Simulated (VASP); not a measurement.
Consider the following.

```yaml
crystal:
  lattice:
    - [-2.23002, 2.23002, 2.23002]
    - [2.23002, -2.23002, 2.23002]
    - [2.23002, 2.23002, -2.23002]
  atoms:
    - { symbol: Eu, position: [0.00000, 0.00000, 0.00000] }
```

Computed with revPBE GGA, VASP's PBE PAW potentials (set 64) (plane waves; VASP 6.6.1). Run with 520 eV cut-off, 11×11×11 Γ-centred mesh, first-order Methfessel-Paxton smearing of 0.10 eV, potentials Eu_2.

The 4f electrons are frozen in the core of the lanthanide potential, so 4f levels, which can set the real gap, and their magnetism are missing.

Q: Estimate the energy per atom (σ→0), band gap (on the k-mesh) with the smallest direct gap where there is one.

A: 
- band gap (on the k-mesh) = none (metal, semimetal or under 0.01 eV)
- energy per atom (σ→0) = -1.629 eV/atom

The absolute energy has meaning only against runs of the same code, potentials and settings.

The compound is Eu in the bcc structure. This cell is one point of a volume scan, at 0.94 of the reference volume.
